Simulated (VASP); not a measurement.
Set up this calculation in VASP 6.6.1, as the native input.

```
Task                               : band structure
Functional                         : PBE0
Potentials or basis                : VASP PAW PBE potentials, release 64 (Cd, Te)
Cutoff                             : 520 eV
k mesh                             : 6 × 6 × 6
Occupations                        : gaussian, width 0.03 eV
Spin                               : no spin polarisation
Grid for exact exchange (PRECFOCK) : Fast
Exchange at q = 0                  : truncated
Further INCAR settings             : ALGO = Normal; EDIFF = 1e-06; NBANDS = 16
```

Crystal: CdTe.

```
Cd Te
1.0
     0.00000    3.31114    3.31114
     3.31114    0.00000    3.31114
     3.31114    3.31114    0.00000
Cd Te
1 1
Direct
  0.00000 0.00000 0.00000
  0.25000 0.25000 0.25000
```

One way to write it, as run:

POSCAR

```
CdTe                                    
1.0
    0.0000000000      3.3111409335      3.3111409335
    3.3111409335      0.0000000000      3.3111409335
    3.3111409335      3.3111409335      0.0000000000
  Cd              Te            
     1     1
Direct
     0.0000000000000000    0.0000000000000000    0.0000000000000000
     0.2500000000000000    0.2500000000000000    0.2500000000000000
```

INCAR.step1

```
SYSTEM = CdTe
  ALGO = Normal
  EDIFF = 1E-5
  ENCUT = 520
  GGA = PE
  ISIF = 2
  ISMEAR = 0
  KPAR = 2
  LASPH = .True.
  LCHARG = .False.
  LREAL = .False.
  LWAVE = .True.
  NBANDS = 16
  NELM = 80
  PREC = Accurate
  SIGMA = 0.03
```

INCAR.step2

```
SYSTEM = CdTe
  AEXX = 0.25
  ALGO = Normal
  EDIFF = 1E-6
  ENCUT = 520
  GGA = PE
  HFRCUT = -1
  ISIF = 2
  ISMEAR = 0
  ISTART = 1
  KPAR = 2
  LASPH = .True.
  LCHARG = .False.
  LHFCALC = .True.
  LREAL = .False.
  LWAVE = .False.
  NBANDS = 16
  NELM = 80
  PREC = Accurate
  PRECFOCK = Fast
  SIGMA = 0.03
```

KPOINTS

```
k-points
0
Gamma
  6 6 6
  0 0 0
```

KPOINTS_OPT

```
explicit points
9
Reciprocal
 0.0000000000  0.0000000000  0.0000000000 1
 0.3750000000  0.3750000000  0.7500000000 1
 0.5000000000  0.5000000000  0.5000000000 1
 0.6250000000  0.2500000000  0.6250000000 1
 0.5000000000  0.2500000000  0.7500000000 1
 0.5000000000  0.0000000000  0.5000000000 1
 0.4000000000  0.0000000000  0.4000000000 1
 0.4250000000  0.0000000000  0.4250000000 1
 0.4500000000  0.0000000000  0.4500000000 1
```

Potentials or basis: VASP PAW PBE potentials, release 64 (Cd, Te).

Run with:

```bash
$ cat potpaw_PBE.64/Cd/POTCAR potpaw_PBE.64/Te/POTCAR > POTCAR
$ cp INCAR.step1 INCAR
$ mpirun -np 2 vasp_std > vasp.out
$ cp INCAR.step2 INCAR
$ mpirun -np 2 vasp_std > vasp.out
```

Results of the run:

```json
{
  "Pressure": "-1.2 GPa",
  "Band gap on the k mesh": "1.92 eV, direct",
  "Band gap along the path": "1.92 eV, direct"
}
```

Caveat: the PAW data sets were made with another functional, which shifts forces and pressure a little; spin-orbit coupling is left out, which moves the levels of the heavy elements.

Run time: 9.9 min on 2 MPI ranks on Intel(R) Xeon(R) 6975P-C (Granite Rapids) (shared host), peak memory 0.27 GiB a rank.
